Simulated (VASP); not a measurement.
Shape and ions are relaxed at each volume.

Energy against volume of Gd (hcp). Level of theory: optB86b-vdW, VASP's PBE PAW potentials (set 64) (plane waves; VASP 6.6.1).

The 4f electrons are frozen in the core of the lanthanide potential, so 4f levels, which can set the real gap, and their magnetism are missing.

```
V (Å³/atom)  E (eV/atom)
-----------  -----------
29.593          -2.11644
30.537          -2.12687
31.481          -2.12922
32.426          -2.12458
33.370          -2.11393
```

Question: Fit a third-order Birch-Murnaghan equation of state.

Answer: 
The volume per atom is 31.31 Å³/atom and the bulk modulus is 40.2 GPa. The pressure derivative of the bulk modulus comes out as 3.88.

Measured: bulk modulus 37.9 GPa (computed value off by +6.1 %), as given by Wikipedia, Gadolinium (infobox). The calculation is for a static lattice, while the measured bulk modulus holds thermal and zero-point effects, which are part of the difference.

The compound is Gd in the hcp structure. It was relaxed first, which changed the volume by -5 %.
